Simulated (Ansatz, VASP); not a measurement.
# Ba6TiSi19O46 in two plane-wave programs, part 2 of 3

One calculation is typed for both programs; each brings its own data sets. How far apart do they land? Of the first pair: The structure shown is frame 107 of Ansatz's trajectory.

VASP 6.6.1 and Ansatz 0.2.0.

So far: Set-up; Ansatz: dynamics, revPBE.

## 3. VASP: single point, revPBE, pair 1

Level of this step: revPBE, no spin polarisation; plane waves and PAW (Si, Ba_sv, Ti_sv, O) (VASP).

The same cell, functional and mesh now go to VASP, with its own data sets.

Lines of VASP's logs that name or quote its potential files are left out, and so is its time.

Input file INCAR:

```
SYSTEM = Ba6TiSi19O46
PREC = Accurate
ENCUT = 520
EDIFF = 1E-06
NELM = 120
ISMEAR = 0
SIGMA = 0.01
LREAL = Auto
ALGO = Normal
GGA = RE
NBANDS = 264
LASPH = .TRUE.
LORBIT = 11
LWAVE = .FALSE.
LCHARG = .FALSE.
ISIF = 2
GGA_COMPAT = .FALSE.
EFERMI = MIDGAP
NCORE = 2
```

Input file POSCAR:

```
Ba6TiSi19O46
1.0
   10.3027900000      0.0000000000      0.0000000000
    0.0000000000     10.3027900000      0.0000000000
    0.0000000000      0.0000000000     10.3027900000
Si Ba Ti O
19 6 1 46
Direct
    0.4055018107      0.9868297811      0.8341623968
    0.3163803203      0.6331391788      0.5856180704
    0.5127349000      0.6196670999      0.1033312336
    0.9726879806      0.3711907163      0.7636281046
    0.1120473192      0.3357343011      0.0217028591
    0.0162092016      0.6446797421      0.6807379360
    0.0339228500      0.0566351445      0.1198122062
    0.4706298003      0.0406394773      0.1343325449
    0.3946600872      0.3459063030      0.1365552438
    0.0026400616      0.5495113460      0.2178730227
    0.7026155051      0.5856180704      0.3102169412
    0.7129136865      0.9805111043      0.7149616754
    0.7401004970      0.7409643407      0.5817647453
    0.6669940861      0.3143808619      0.4184206414
    0.7386931113      0.1461448792      0.1591704771
    0.8723268163      0.2022753060      0.5652546543
    0.1059907074      0.1194239619      0.4070159636
    0.2250070127      0.4116846019      0.3921462051
    0.5495987009      0.5980321835      0.8024719518
    0.2147282435      0.8147792976      0.3056162457
    0.0964010719      0.9860435863      0.7475839069
    0.4651555550      0.0013598258      0.4866157614
    0.2239975774      0.7083324032      0.9571193822
    0.8359677330      0.7873207160      0.0095022805
    0.4350666179      0.3068100971      0.6881631092
    0.7262401738      0.3947377361      0.9493156708
    0.5347483546      0.6832906426      0.9486653615
    0.9549258017      0.1228599244      0.4524114342
    0.0216155041      0.4171200228      0.1308965824
    0.5617895735      0.9900027080      0.7719947703
    0.8071211779      0.3306871246      0.5030967340
    0.0616532027      0.1881529178      0.0317389756
    0.3749760987      0.7587168136      0.5114148692
    0.7580665043      0.1117755482      0.6401761076
    0.3307550673      0.1101255097      0.7708106251
    0.1920062430      0.0158986061      0.4869748874
    0.8421602304      0.3387529009      0.8333664959
    0.7166020078      0.2099722502      0.3017629205
    0.6306252966      0.4550126713      0.3461101313
    0.9795104045      0.4920511823      0.6642375512
    0.1018947295      0.3877784561      0.8686870256
    0.6857559943      0.6882795825      0.4368913663
    0.8825570549      0.0669721503      0.1737005219
    0.1660909327      0.2688689180      0.4167706029
    0.7357812787      0.2497284716      0.0481714176
    0.3114593232      0.8681337774      0.7948429503
    0.6379922332      0.6690711933      0.1900747273
    0.1216757791      0.0730772927      0.2558724384
    0.4461218757      0.2010717485      0.1352060947
    0.3733745908      0.6806991116      0.1461351731
    0.9003871767      0.7145928433      0.5820268102
    0.4086077655      0.5904031821      0.7187955884
    0.2878055362      0.4804232640      0.5241589899
    0.2779441297      0.3545447398      0.0225764089
    0.8319494040      0.9440355477      0.8108677358
    0.9993885151      0.7077985672      0.8226703640
    0.3447221578      0.3937283008      0.2860681427
    0.8564961530      0.5518116937      0.2861166733
    0.4027064514      0.9751533323      0.2575224769
    0.0977016905      0.5155108471      0.3531858846
    0.0772606255      0.9428028718      0.0214019698
    0.5084350938      0.4561871105      0.0962943047
    0.7840594635      0.5367284008      0.0194219236
    0.4244190166      0.9922642313      0.9921778470
    0.1551715603      0.6794470236      0.6209191879
    0.6947632632      0.8925737591      0.5834341960
    0.9934105228      0.2373046524      0.6740018966
    0.0477152305      0.6893375484      0.1544144838
    0.5951882937      0.4508584568      0.8251260096
    0.6619372034      0.6757392900      0.7088468269
    0.5481621968      0.2448851234      0.4867031163
    0.6259372461      0.0282059520      0.1378461562
```

Input file KPOINTS:

```
Automatic mesh
0
Gamma
1 1 1
0 0 0
```

PAW data sets: Si, Ba_sv, Ti_sv and O (PBE family, release 64).

On the command line:

```bash
$ mpirun -np 8 vasp_gam
```

Numbers of over 12 decimals in the logs are rounded to 6 here.

What it wrote:

```text
[banner, memory and clock lines left out]
running    8 mpi-ranks, on    1 nodes
[...]
|                                                                             |
|               ----> ADVICE to this user running VASP <----                  |
|                                                                             |
|     You enforced a specific xc type in the INCAR file but a different       |
|     [... a line on the potential file left out ...]
|     I HOPE YOU KNOW WHAT YOU ARE DOING!                                     |
|                                                                             |

 LDA part: xc-table for (Slater+PW92), standard interpolation
 POSCAR, INCAR and KPOINTS ok, starting setup
[...]
entering main loop
       N       E                     dE             d eps       ncg     rms          rms(c)
DAV:   1     0.436529189149E+04    0.43653E+04   -0.24575E+05   528   0.158E+03
DAV:   2    -0.153403904011E+03   -0.45187E+04   -0.43564E+04   648   0.388E+02
DAV:   3    -0.592684199088E+03   -0.43928E+03   -0.43577E+03   624   0.135E+02
DAV:   4    -0.610235550062E+03   -0.17551E+02   -0.17485E+02   752   0.265E+01
[...]
DAV:  18    -0.529190201638E+03   -0.77354E-06   -0.16831E-05   648   0.134E-02    0.103E-02
DAV:  19    -0.529190202674E+03   -0.10362E-05   -0.12211E-05   672   0.936E-03    0.502E-03
DAV:  20    -0.529190202989E+03   -0.31564E-06   -0.23673E-06   440   0.491E-03
   1 F= -.52919020E+03 E0= -.52919020E+03  d E =0.000000E+00
```

OUTCAR, selected parts (step 3):

```text
  Total      -15.3347080     15.0549752      3.2001189     -1.1944609     -5.0883096      6.1497406
  in kB      -22.4657824     22.0559659      4.6882650     -1.7499190     -7.4545180      9.0095445
  external PRESSURE =       1.4261495 kB  Pullay stress =       0.0000000 kB

 POSITION                                       TOTAL-FORCE (eV/Angst)
 -----------------------------------------------------------------------------------
      4.17780     10.16710      8.59420         0.437444      0.171472     -0.341799
      3.25960      6.52310      6.03350        -1.031801      1.528395      0.354712
      5.28260      6.38430      1.06460        -1.838646      0.942726     -0.687630
     10.02140      3.82430      7.86750         3.009559     -0.258274     -0.172093
      1.15440      3.45900      0.22360         0.627058      0.604667     -0.176536
      0.16700      6.64200      7.01350        -2.837596      1.481155      0.119690
      0.34950      0.58350      1.23440         0.291890      0.689301     -0.512845
      4.84880      0.41870      1.38400        -1.264853      0.508135      0.110017
      4.06610      3.56380      1.40690        -1.005488      1.482965      0.842255
      0.02720      5.66150      2.24470         0.552613      0.525469      1.818004
      7.23890      6.03350      3.19610         1.985199      2.250449      1.575870
      7.34500     10.10200      7.36610         0.997135      0.216996      2.059590
      7.62510      7.63400      5.99380         0.485290     -2.014360     -1.169473
      6.87190      3.23900      4.31090         1.146643     -0.762002     -2.298772
[...]
-----------------------------------------------------------------------------------
    total drift:                                0.008570     -0.043638      0.031876

  FREE ENERGIE OF THE ION-ELECTRON SYSTEM (eV)
  ---------------------------------------------------
  free  energy   TOTEN  =      -529.1902029894 eV

  energy  without entropy=     -529.1902029894  energy(sigma->0) =     -529.19020299

[... 3 further parts left out ...]
[key lines of the parts left out:]
E-fermi :   3.4443
```

This run has no spin polarisation, so a moment on Ti, if there is one, isn't seen.

## 4. Side by side

Known differences besides the potentials themselves: fixed occupations in Ansatz, narrow Gaussian smearing in VASP; the cutoff is 420 eV in Ansatz and 520 eV in VASP (PREC = Accurate, projectors in real space); Ansatz makes its cores anew for this functional, VASP keeps those of its PBE data sets. Total energies have different zeros and are not compared.

Forces on 10 of the 72 atoms, those with the largest forces and the largest differences (eV/Å; atoms numbered as in POSCAR):

```tsv
atom	Ansatz x, y, z	VASP x, y, z
Si4	2.976, -0.245, -0.149	3.010, -0.258, -0.172
Si6	-2.808, 1.473, 0.181	-2.838, 1.481, 0.120
Si11	1.982, 2.220, 1.570	1.985, 2.250, 1.576
Si15	0.453, -2.229, 2.071	0.469, -2.271, 2.095
Si19	0.731, 2.861, -0.427	0.728, 2.905, -0.444
Ba25	-0.623, 0.211, 0.397	-0.651, 0.400, 0.448
O34	1.091, 2.725, -1.361	1.119, 2.742, -1.381
O50	1.182, -0.773, 0.226	1.312, -0.819, 0.354
O59	0.155, -0.018, -0.601	0.168, 0.019, -0.807
O65	2.997, -0.438, -0.588	3.025, -0.469, -0.593
```

The forces differ by 44 meV/Å r.m.s., which is 4.6 % of the r.m.s. force of 0.974 eV/Å (both taken over all components).

## 5. Ansatz: dynamics, revPBE

One frame of this run of dynamics is then solved in both programs, so the motion causes no difference.

The structure compared here is frame 215 of Ansatz's trajectory.

Input file input.yaml:

```yaml
crystal:
  lattice:
    - [10.30279, 0.0, 0.0]
    - [0.0, 10.30279, 0.0]
    - [0.0, 0.0, 10.30279]
  atoms:
    - { symbol: Si, position: [0.41232, 0.99671, 0.83515] }
    - { symbol: Si, position: [0.32641, 0.62654, 0.59352] }
    - { symbol: Si, position: [0.53274, 0.61773, 0.09595] }
    - { symbol: Si, position: [0.99218, 0.39271, 0.75058] }
    - { symbol: Si, position: [0.13682, 0.35139, 0.00817] }
    - { symbol: Si, position: [0.02675, 0.67237, 0.67581] }
    - { symbol: Si, position: [0.03987, 0.08436, 0.10382] }
    - { symbol: Si, position: [0.4688, 0.05716, 0.13325] }
    - { symbol: Si, position: [0.40095, 0.36291, 0.14688] }
    - { symbol: Si, position: [0.0066, 0.53466, 0.2236] }
    - { symbol: Si, position: [0.71296, 0.5819, 0.31622] }
    - { symbol: Si, position: [0.70805, 0.9929, 0.72903] }
    - { symbol: Si, position: [0.74839, 0.74194, 0.58182] }
    - { symbol: Si, position: [0.6684, 0.2917, 0.4021] }
    - { symbol: Si, position: [0.73465, 0.15312, 0.13427] }
    - { symbol: Si, position: [0.87846, 0.19738, 0.57613] }
    - { symbol: Si, position: [0.10544, 0.12223, 0.40414] }
    - { symbol: Si, position: [0.2188, 0.40862, 0.39374] }
    - { symbol: Si, position: [0.54909, 0.61249, 0.79415] }
    - { symbol: Ba, position: [0.23311, 0.80251, 0.30208] }
    - { symbol: Ba, position: [0.07674, 0.98973, 0.75242] }
    - { symbol: Ba, position: [0.45016, 0.97885, 0.4892] }
    - { symbol: Ba, position: [0.20725, 0.70985, 0.96557] }
    - { symbol: Ba, position: [0.8477, 0.77771, 0.01769] }
    - { symbol: Ba, position: [0.41341, 0.3094, 0.69582] }
    - { symbol: Ti, position: [0.72675, 0.40158, 0.93049] }
    - { symbol: O, position: [0.55081, 0.67021, 0.9442] }
    - { symbol: O, position: [0.96294, 0.12634, 0.47009] }
    - { symbol: O, position: [0.04284, 0.43291, 0.10266] }
    - { symbol: O, position: [0.55646, 0.03112, 0.76334] }
    - { symbol: O, position: [0.79068, 0.30388, 0.50932] }
    - { symbol: O, position: [0.09888, 0.20154, 0.01588] }
    - { symbol: O, position: [0.38612, 0.71894, 0.5001] }
    - { symbol: O, position: [0.7852, 0.10659, 0.64846] }
    - { symbol: O, position: [0.31417, 0.09844, 0.7817] }
    - { symbol: O, position: [0.18578, 0.01127, 0.46956] }
    - { symbol: O, position: [0.85597, 0.3806, 0.82255] }
    - { symbol: O, position: [0.72411, 0.22297, 0.27522] }
    - { symbol: O, position: [0.64295, 0.44232, 0.36022] }
    - { symbol: O, position: [0.00137, 0.50853, 0.65282] }
    - { symbol: O, position: [0.10859, 0.39534, 0.86037] }
    - { symbol: O, position: [0.72511, 0.67228, 0.44585] }
    - { symbol: O, position: [0.88012, 0.09506, 0.11079] }
    - { symbol: O, position: [0.16743, 0.26646, 0.42188] }
    - { symbol: O, position: [0.70983, 0.25815, 0.02037] }
    - { symbol: O, position: [0.36851, 0.8587, 0.79088] }
    - { symbol: O, position: [0.63345, 0.65069, 0.20656] }
    - { symbol: O, position: [0.08965, 0.10235, 0.25084] }
    - { symbol: O, position: [0.45209, 0.21505, 0.15048] }
    - { symbol: O, position: [0.38484, 0.66081, 0.12987] }
    - { symbol: O, position: [0.90204, 0.74204, 0.61142] }
    - { symbol: O, position: [0.4115, 0.58857, 0.72294] }
    - { symbol: O, position: [0.27346, 0.48714, 0.52185] }
    - { symbol: O, position: [0.28682, 0.36856, 0.03864] }
    - { symbol: O, position: [0.80543, 0.94876, 0.83286] }
    - { symbol: O, position: [0.01426, 0.69515, 0.82564] }
    - { symbol: O, position: [0.33458, 0.39414, 0.28625] }
    - { symbol: O, position: [0.85833, 0.54276, 0.2766] }
    - { symbol: O, position: [0.39223, 0.98603, 0.23742] }
    - { symbol: O, position: [0.11229, 0.49652, 0.3256] }
    - { symbol: O, position: [0.07947, 0.95303, 0.03432] }
    - { symbol: O, position: [0.50761, 0.45729, 0.09194] }
    - { symbol: O, position: [0.7659, 0.52883, 0.02323] }
    - { symbol: O, position: [0.42081, 0.01756, 0.99112] }
    - { symbol: O, position: [0.16951, 0.68618, 0.63144] }
    - { symbol: O, position: [0.70034, 0.88535, 0.61008] }
    - { symbol: O, position: [0.99182, 0.25583, 0.66786] }
    - { symbol: O, position: [0.042, 0.67681, 0.18034] }
    - { symbol: O, position: [0.59405, 0.45857, 0.82226] }
    - { symbol: O, position: [0.6539, 0.66654, 0.69432] }
    - { symbol: O, position: [0.55782, 0.21966, 0.47812] }
    - { symbol: O, position: [0.62489, 0.03686, 0.14015] }
kpoints:
  mp_grid: { grid: [1, 1, 1] }
hamiltonian:
  xc: revpbe
scf:
  occupations: { method: fixed }
output:
  forces: true
md:
  timestep: 1.0
  n_steps: 322
  ensemble: nvt_nose_hoover
  temperature: 300
  initial_velocities: maxwell_boltzmann
  seed: 9643
```

On the command line:

```bash
$ ansatz run input.yaml --threads 4 --pin off --max-ram 8192MiB --backend cpu --events-out ev --progress --plain --runs-dir out
```

What it wrote:

```text
[...]
Crystal: 72 atoms, lattice volume = 1093.615 Å³
Basis set: ecut = 420 eV, 21367 PW (Γ), exchange–correlation on 144×144×144 points (8 copies of the dense FFT grid, shifted against one another)
Bands: 284, of which v1, the nominal top of the filled ones, is band 212 counted from 1 (211 counted from 0)
Symmetry: 1 space group operations
k-points: 1
[...]
atom   8  Si    -1.17923689     0.03998538     0.68103301
[...]
atom  69  O      0.40220367    -0.37984354    -0.73872185
  atom  70  O     -1.52032781    -0.69587148     0.79096455
  atom  71  O     -0.49199442    -0.20828327    -0.16824077
  atom  72  O      0.38068080    -0.48736658     0.42798417
  max |Σ_I F_I| component: 5.17e-6 eV/Å
--- MD trajectory: 322 steps, t = 0.0 → 322.0 fs ---
[...]
conserved energy: peak-to-peak 1.408e-2 eV (1.956e-4 eV/atom) over 322.0 fs
[key lines of the parts left out:]
SCF converged after 9 iterations
Free energy (F): -76610.780010 eV
Fermi energy:    4.031283 eV
```

(Continued in part 3 of 3.)

[Lines on the potential files, build, host, timing and source positions are cut from VASP's logs without a mark.]

[Logs are printed without paths, hosts, clocks, repeated set-up lines and the standing remarks that a program may print on its own settings, such as how far it seeks lower states.]

[Hosts, paths, dates, database ids (printed as entryN), source tags and the programs' standing remarks are cut or masked in the printed files.]
